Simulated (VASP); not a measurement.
# BaTe (relaxed from the zinc blende structure, space group F-43m): computed properties

Level of theory: PBE GGA, VASP's PBE PAW potentials (set 64) (plane waves; VASP).

For BaTe, the space group is F-43m (216) and the cell comes out as a = b = c = 7.858 Å, α = β = γ = 90.00°. The volume per atom is 60.65 Å³/atom and the band gap (over mesh and band path) comes out as 2.56 eV. The smallest direct gap (over mesh and band path) is 2.92 eV. The band-edge character is indirect, W to Γ. The density is 3.63 g/cm³.

```
CELL_PARAMETERS angstrom
      0.00000     3.92887     3.92887
      3.92887     0.00000     3.92887
      3.92887     3.92887     0.00000
ATOMIC_POSITIONS crystal
  Ba 0.00000 0.00000 0.00000
  Te 0.25000 0.25000 0.25000
```

Unless said otherwise, spin-orbit coupling is left out, though it shifts the bands of the heavy elements here.

The structure was generated: BaTe was put into the zinc blende type (F-43m), which need not be its known phase. It was relaxed first, which changed the volume by -10 %. Symmetry was kept, so distortions that lower it aren't found.
